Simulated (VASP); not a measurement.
# MnIn11As12 (a cell with a defect) in VASP: further runs

Runs on MnIn11As12 (a cell with a defect). Level: PBEsol+U. Tasks: relaxation of the atoms, single point.

Program: VASP 6.6.1. These are calculated values, not measurements. Logs are shortened: lines on timing, memory, paths and dates and some standing lists are left out, and cuts for length are marked.

**1. The crystal as given**

The cell holds a defect, 24 atoms: a = 12.851 Å, b = 8.567 Å, c = 8.567 Å, α = 60.00°, β = 60.00°, γ = 60.00°.

**2. Relaxation of the atoms, PBEsol+U, collinear spin, zero start (atoms moved at random, drawn with an rms of 0.05 Å)**

The input, INCAR:

```
SYSTEM = MnIn11As12
ALGO = Normal
EDIFF = 1E-5
EDIFFG = -0.03
ENCUT = 350
GGA = PS
IBRION = 2
ISIF = 2
ISMEAR = 0
ISPIN = 2
ISYM = 0
KPAR = 2
LASPH = .TRUE.
LCHARG = .FALSE.
LDAU = .TRUE.
LDAUJ = 0 0 0
LDAUL = 2 -1 -1
LDAUPRINT = 1
LDAUTYPE = 2
LDAUU = 3.5 0 0
LMAXMIX = 4
LORBIT = 11
LREAL = Auto
LWAVE = .FALSE.
MAGMOM = 0 0 0 0 0 0 0 0 0 0 0 0 0 0 0 0 0 0 0 0 0 0 0 0
NELM = 120
NSW = 60
NUPDOWN = 0
PREC = Accurate
SIGMA = 0.03
```

The input, KPOINTS:

```
k-points
0
G
  2 2 2
  0 0 0
```

The input, POSCAR:

```
MnIn11As12
1.0
    0.0000000000      9.0870000000      9.0870000000
    6.0580000000      0.0000000000      6.0580000000
    6.0580000000      6.0580000000      0.0000000000
Mn In As
1 11 12
Direct
    0.0022370000      0.0011960000     -0.0021620000
   -0.0024800000     -0.0004530000      0.4978930000
    0.0032460000      0.4968840000     -0.0005270000
    0.0002790000      0.5011660000      0.4973710000
    0.3382170000     -0.0054790000     -0.0045120000
    0.3369470000     -0.0032320000      0.4938250000
    0.3367370000      0.5034000000     -0.0053470000
    0.3336680000      0.4941040000      0.5040250000
    0.6661090000      0.0090940000     -0.0008890000
    0.6627030000      0.0026370000      0.5033540000
    0.6677320000      0.4998800000      0.0007970000
    0.6642920000      0.4990720000      0.5019660000
    0.0823640000      0.1204730000      0.1314070000
    0.0859360000      0.1259860000      0.6264810000
    0.0882370000      0.6261660000      0.1213070000
    0.0802790000      0.6290120000      0.6227900000
    0.4121850000      0.1300080000      0.1217720000
    0.4163560000      0.1308380000      0.6246950000
    0.4165870000      0.6225850000      0.1281020000
    0.4225340000      0.6185240000      0.6213400000
    0.7499060000      0.1212360000      0.1325600000
    0.7563130000      0.1194990000      0.6254490000
    0.7497650000      0.6226370000      0.1269980000
    0.7507350000      0.6305650000      0.6217130000
```

Potentials or basis: VASP PAW PBE potentials, release 64 (Mn_pv, In_d, As).

Run with:

```sh
> cat potpaw_PBE.64/Mn_pv/POTCAR potpaw_PBE.64/In_d/POTCAR potpaw_PBE.64/As/POTCAR > POTCAR
> mpirun -np 4 vasp_std > vasp.out
```

OUTCAR:

```text
SYSTEM = MnIn11As12
   EDIFF = 1E-5
   EDIFFG = -0.03
   ENCUT = 350
   GGA = PS
   IBRION = 2
   ISIF = 2
   ISMEAR = 0
   ISPIN = 2
   ISYM = 0
   LASPH = .TRUE.
   LORBIT = 11
   LREAL = Auto
   NELM = 120
   NSW = 60
   NUPDOWN = 0
   PREC = Accurate

 ion  position               nearest neighbor table
   1  0.002  0.001  0.998-  14 2.60  13 2.61  15 2.62  21 2.65
   2  0.998  1.000  0.498-  22 2.53  13 2.56  16 2.59  14 2.71
   3  0.003  0.497  0.999-  13 2.63  16 2.64  15 2.65  23 2.66
   4  0.000  0.501  0.497-  16 2.61  24 2.62  14 2.63  15 2.63
   5  0.338  0.995  0.995-  18 2.60  19 2.60  17 2.61  13 2.69
   6  0.337  0.997  0.494-  17 2.60  14 2.64  20 2.65  18 2.69
[... 16 lines left out ...]
  23  0.750  0.623  0.127-  11 2.60  12 2.62   3 2.66   9 2.70
  24  0.751  0.631  0.622-  10 2.60   4 2.62  11 2.65  12 2.67

IMPORTANT INFORMATION: All symmetrisations will be switched off!
NOSYMM: (Re-)initialisation of all symmetry stuff for point group C_1.

----------------------------------------------------------------------------------------

                                     Primitive cell

  volume of cell :     666.9742

  direct lattice vectors                    reciprocal lattice vectors
     0.000000000  9.087000000  9.087000000    -0.055023660  0.055023660  0.055023660
     6.058000000  0.000000000  6.058000000     0.082535490 -0.082535490  0.082535490
     6.058000000  6.058000000  0.000000000     0.082535490  0.082535490 -0.082535490

  length of vectors
    12.850958641  8.567305761  8.567305761     0.095303775  0.142955663  0.142955663

  position of ions in fractional coordinates (direct lattice)
     0.002237000  0.001196000  0.997838000
     0.997520000  0.999547000  0.497893000
     0.003246000  0.496884000  0.999473000
     0.000279000  0.501166000  0.497371000
     0.338217000  0.994521000  0.995488000
     0.336947000  0.996768000  0.493825000
[... 16 lines left out ...]
     0.749765000  0.622637000  0.126998000
     0.750735000  0.630565000  0.621713000

  ion indices of the primitive-cell ions
   primitive index   ion index
                 1           1
                 2           2
                 3           3
                 4           4
                 5           5
                 6           6
[... 16 lines left out ...]
                23          23
                24          24

----------------------------------------------------------------------------------------

 KPOINTS: k-points

Automatic generation of k-mesh.
 Grid dimensions read from file:
 generate k-points for:    2    2    2

 Generating k-lattice:

  Cartesian coordinates                     Fractional coordinates (reciprocal lattice)
    -0.027511830  0.027511830  0.027511830     0.500000000  0.000000000  0.000000000
     0.041267745 -0.041267745  0.041267745     0.000000000  0.500000000  0.000000000
     0.041267745  0.041267745 -0.041267745     0.000000000  0.000000000  0.500000000

  Length of vectors
     0.047651888  0.071477831  0.071477831

  Shift w.r.t. Gamma in fractional coordinates (k-lattice)
     0.000000000  0.000000000  0.000000000

 Subroutine IBZKPT returns following result:
 ===========================================

 Found      8 irreducible k-points:

 Following reciprocal coordinates:
            Coordinates               Weight
  0.000000  0.000000  0.000000      1.000000
  0.500000  0.000000  0.000000      1.000000
  0.000000  0.500000  0.000000      1.000000
  0.000000  0.000000  0.500000      1.000000
[... 67 lines left out ...]

 number of electron     216.0000002 magnetization       0.0000000

 number of electron     216.0000002 magnetization      -0.0000000

 Free energy of the ion-electron system (eV)
  ---------------------------------------------------
  ext. energy  EPLUGINS =         0.00000000
  ---------------------------------------------------
  free energy    TOTEN  =      -100.99238827 eV

  energy without entropy =     -100.98866618  energy(sigma->0) =     -100.99052722

------------------------ aborting loop because EDIFF is reached ----------------------------------------

  FORCE on cell =-STRESS in cart. coord.  units (eV):
  Direction    XX          YY          ZZ          XY          YZ          ZX
  --------------------------------------------------------------------------------------
  -------------------------------------------------------------------------------------
  Total       -2.0261890     -1.8509422     -1.8081329      0.4060123     -1.3730631     -0.2574659
  in kB       -4.8672256     -4.4462550     -4.3434203      0.9753055     -3.2983141     -0.6184737
  external PRESSURE =      -4.5523003 kB  Pullay stress =       0.0000000 kB
[... 155 lines left out ...]
  FREE ENERGIE OF THE ION-ELECTRON SYSTEM (eV)
  ---------------------------------------------------
  free  energy   TOTEN  =      -101.7647230374 eV

  energy  without entropy=     -101.7644002962  energy(sigma->0) =     -101.76456167

[... ionic steps 4 to 12 ...]

--------------------------------------- Ionic step       13  -------------------------------------------

 number of electron     215.9999969 magnetization      -0.0000000

------------------------ aborting loop because EDIFF is reached ----------------------------------------
[... 113 lines left out ...]
--------------------------------------- Ionic step       15  -------------------------------------------

 number of electron     215.9999972 magnetization       0.0000000

atom =   1  type =  1  l = 2

 onsite density matrix

spin component  1

  0.2844 -0.0096  0.0016  0.0069  0.0099
 -0.0096  0.2836 -0.0041 -0.0094 -0.0019
  0.0016 -0.0041  0.8616  0.0009  0.0004
  0.0069 -0.0094  0.0009  0.2846  0.0074
  0.0099 -0.0019  0.0004  0.0074  0.8607

spin component  2

  0.2843 -0.0090 -0.0047  0.0070  0.0084
 -0.0090  0.2836  0.0021 -0.0097  0.0029
 -0.0047  0.0021  0.8615 -0.0089  0.0006
  0.0070 -0.0097 -0.0089  0.2847  0.0010
  0.0084  0.0029  0.0006  0.0010  0.8609

 occupancies and eigenvectors

  o =  0.2734  v = -0.4567 -0.7963 -0.0037 -0.3964  0.0101  0.0000  0.0000  0.0000  0.0000  0.0000      0.0000  0.0000  0.0000  0.0000  0.0000  0.0000  0.0000  0.0000  0.0000  0.0000
  o =  0.2736  v =  0.0000  0.0000  0.0000  0.0000  0.0000 -0.3715 -0.7979 -0.0073 -0.4745  0.0101      0.0000  0.0000  0.0000  0.0000  0.0000  0.0000  0.0000  0.0000  0.0000  0.0000
  o =  0.2775  v =  0.0000  0.0000  0.0000  0.0000  0.0000  0.7462  0.0473 -0.0043 -0.6640 -0.0098      0.0000  0.0000  0.0000  0.0000  0.0000  0.0000  0.0000  0.0000  0.0000  0.0000
  o =  0.2776  v = -0.6896  0.0355  0.0010  0.7233  0.0027  0.0000  0.0000  0.0000  0.0000  0.0000      0.0000  0.0000  0.0000  0.0000  0.0000  0.0000  0.0000  0.0000  0.0000  0.0000
  o =  0.3012  v =  0.0000  0.0000  0.0000  0.0000  0.0000 -0.5522  0.6009 -0.0161 -0.5777  0.0062      0.0000  0.0000  0.0000  0.0000  0.0000  0.0000  0.0000  0.0000  0.0000  0.0000
  o =  0.3013  v = -0.5617  0.6038  0.0069 -0.5653  0.0195  0.0000  0.0000  0.0000  0.0000  0.0000      0.0000  0.0000  0.0000  0.0000  0.0000  0.0000  0.0000  0.0000  0.0000  0.0000
  o =  0.8607  v =  0.0000  0.0000  0.0000  0.0000  0.0000  0.0167  0.0022 -0.4918  0.0093  0.8705      0.0000  0.0000  0.0000  0.0000  0.0000  0.0000  0.0000  0.0000  0.0000  0.0000
  o =  0.8607  v =  0.0141 -0.0001 -0.4629  0.0108  0.8862  0.0000  0.0000  0.0000  0.0000  0.0000      0.0000  0.0000  0.0000  0.0000  0.0000  0.0000  0.0000  0.0000  0.0000  0.0000
  o =  0.8619  v = -0.0107  0.0081 -0.8864 -0.0076 -0.4627  0.0000  0.0000  0.0000  0.0000  0.0000      0.0000  0.0000  0.0000  0.0000  0.0000  0.0000  0.0000  0.0000  0.0000  0.0000
  o =  0.8619  v =  0.0000  0.0000  0.0000  0.0000  0.0000 -0.0002  0.0059  0.8705 -0.0127  0.4919      0.0000  0.0000  0.0000  0.0000  0.0000  0.0000  0.0000  0.0000  0.0000  0.0000

 number of electron     215.9999971 magnetization      -0.0000000

 Free energy of the ion-electron system (eV)
  ---------------------------------------------------
  ext. energy  EPLUGINS =         0.00000000
  ---------------------------------------------------
  free energy    TOTEN  =      -101.96031592 eV

  energy without entropy =     -101.95985223  energy(sigma->0) =     -101.96008408

 E-fermi :   3.9808     XC(G=0):  -9.2214

 val. band max:        3.9301462479   @ k =   0.5000   0.0000   0.0000
 cond. band min:       4.0259776497   @ k =   0.0000   0.0000   0.0000
 fundamental gap:      0.0958314018
 Fermi energy:         3.9808071447

 spin component 1

 k-point     1 :       0.0000    0.0000    0.0000
  band No.  band energies     occupation
      1     -43.5224      1.00000
      2     -43.5124      1.00000
      3     -43.4815      1.00000
      4     -10.3571      1.00000
      5     -10.3556      1.00000
      6     -10.3320      1.00000
[... 973 lines left out ...]
    119       6.8054      0.00000
    120       6.8171      0.00000
 Fermi energy:         3.9807764433

 spin component 2

 k-point     1 :       0.0000    0.0000    0.0000
  band No.  band energies     occupation
      1     -43.5226      1.00000
      2     -43.5100      1.00000
      3     -43.4838      1.00000
      4     -10.3571      1.00000
      5     -10.3556      1.00000
      6     -10.3320      1.00000
[... 973 lines left out ...]
    119       6.8054      0.00000
    120       6.8164      0.00000
 [bands above 120 left out]

------------------------ aborting loop because EDIFF is reached ----------------------------------------

  FORCE on cell =-STRESS in cart. coord.  units (eV):
  Direction    XX          YY          ZZ          XY          YZ          ZX
  --------------------------------------------------------------------------------------
  -------------------------------------------------------------------------------------
  Total       -4.5593665     -4.2537910     -4.2444971      1.0417262     -0.9006788      1.0725744
  in kB      -10.9523174    -10.2182769    -10.1959516      2.5023907     -2.1635726      2.5764929
  external PRESSURE =     -10.4555153 kB  Pullay stress =       0.0000000 kB
[... 39 lines left out ...]
  FREE ENERGIE OF THE ION-ELECTRON SYSTEM (eV)
  ---------------------------------------------------
  free  energy   TOTEN  =      -101.9603159218 eV

  energy  without entropy=     -101.9598522296  energy(sigma->0) =     -101.96008408

 reached required accuracy - stopping structural energy minimisation

 total charge

# of ion       s       p       d       tot
------------------------------------------
    1        0.322   6.225   5.121  11.668
    2        0.847   0.696   9.880  11.423
    3        0.847   0.697   9.880  11.424
    4        0.846   0.704   9.881  11.431
    5        0.844   0.704   9.881  11.429
    6        0.843   0.720   9.884  11.446
[... 16 lines left out ...]
   23        1.217   1.564   0.021   2.803
   24        1.216   1.571   0.021   2.808
--------------------------------------------------
tot         24.227  32.695 114.106 171.028

 magnetization (x)

# of ion       s       p       d       tot
------------------------------------------
    1        0.000   0.000  -0.000  -0.000
    2       -0.000  -0.000  -0.000  -0.000
    3        0.000   0.000   0.000   0.000
    4       -0.000  -0.000  -0.000  -0.000
    5       -0.000  -0.000  -0.000  -0.000
    6       -0.000  -0.000  -0.000  -0.000
[... 16 lines left out ...]
   23        0.000   0.000   0.000   0.000
   24       -0.000  -0.000  -0.000  -0.000
--------------------------------------------------
tot         -0.000  -0.000  -0.000  -0.000
```

Wall time 50 min (4 MPI ranks of Intel Xeon 6975P-C (Granite Rapids), shared host); peak memory 0.63 GiB.

What came out:

```
Free energy                                           : -101.9603 eV
Energy gained by relaxing                             : 40.3 meV/atom
Ionic steps                                           : 15
Pressure after relaxing                               : -1.0 GPa
Largest force after relaxing                          : 0.020 eV/Å
Net moment                                            : 0.00 μB per cell
Valence electrons inside the program's atomic spheres : Mn 11.67; In 11.42, 11.43, 11.45, 11.46, 11.44; As 2.77, 2.78, 2.80, 2.81
```

Forces in eV/Å, atoms in the order of the input:
```
Mn   0.014 -0.014  0.002
In   0.005  0.002  0.011
In   0.000  0.000  0.005
In   0.006  0.000  0.002
In  -0.004  0.007  0.007
In  -0.006  0.014  0.008
In  -0.001  0.008  0.006
In  -0.007  0.001  0.002
In  -0.006 -0.017 -0.004
In   0.004 -0.002 -0.009
In   0.005 -0.012 -0.002
In   0.007 -0.002 -0.007
As  -0.003 -0.001 -0.007
As  -0.009  0.000 -0.007
As  -0.007  0.010 -0.005
As   0.002  0.003 -0.001
As   0.009  0.007 -0.001
As  -0.002  0.001  0.011
As  -0.003 -0.002 -0.001
As   0.002  0.005  0.005
As   0.007  0.002 -0.007
As  -0.011 -0.003 -0.009
As  -0.008 -0.007 -0.006
As   0.007 -0.002  0.007
```

Stress tensor (GPa, compression positive):
```
-1.10  0.25  0.26
 0.25 -1.02 -0.22
 0.26 -0.22 -1.02
```

The path:
```tsv
step	energy change (eV)	largest force (eV/Å)	pressure (GPa)
1	0.0000	1.6376	-0.46
2	-0.5409	1.1677	-0.80
3	-0.7723	0.5812	-0.93
4	-0.9044	0.2978	-1.00
5	-0.9298	0.2196	-1.02
6	-0.9505	0.1132	-1.04
7	-0.9541	0.1347	-1.05
8	-0.9585	0.0620	-1.05
9	-0.9599	0.1248	-1.03
10	-0.9632	0.0479	-1.05
11	-0.9639	0.0600	-1.04
12	-0.9640	0.0848	-1.04
13	-0.9664	0.0371	-1.04
14	-0.9667	0.0620	-1.05
15	-0.9679	0.0196	-1.05
```

Final structure:
```
Mn In As
1.0
     0.00000    9.08700    9.08700
     6.05800    0.00000    6.05800
     6.05800    6.05800    0.00000
Mn In As
1 11 12
Direct
  0.00149 0.99992 0.99963
  0.00150 0.00083 0.49896
  0.00198 0.49869 0.00067
  0.00169 0.49851 0.49755
  0.33281 0.99809 0.99826
  0.32715 0.00154 0.50575
  0.32775 0.50735 0.00022
  0.33452 0.49847 0.49913
  0.66796 0.00252 0.00311
  0.67294 0.99925 0.49258
  0.67341 0.49208 0.99931
  0.66657 0.50051 0.50026
  0.07756 0.11520 0.11525
  0.07443 0.11657 0.65654
  0.07483 0.65713 0.11545
  0.08433 0.62440 0.62414
  0.41262 0.12881 0.12734
  0.42090 0.12252 0.62060
  0.42138 0.62040 0.12310
  0.41624 0.62579 0.62465
  0.77621 0.11190 0.11222
  0.75023 0.12507 0.62661
  0.75073 0.62621 0.12489
  0.75169 0.62404 0.62420
```

Eigenvalues of the final occupation matrices:
```
    site  spin  trace               eigenvalues
site 1 d     1   2.57  0.27 0.28 0.30 0.86 0.86
site 1 d     2   2.58  0.27 0.28 0.30 0.86 0.86
```

Caveat: the k mesh is coarse (spacing up to 0.45 Å⁻¹), so the values aren't converged; the PAW data sets were made with another functional, which shifts forces and pressure a little; the total moment is fixed, so each spin has its own Fermi level; the U is typed as a test and isn't derived for this compound.

(Continued in part 2 of 2.)
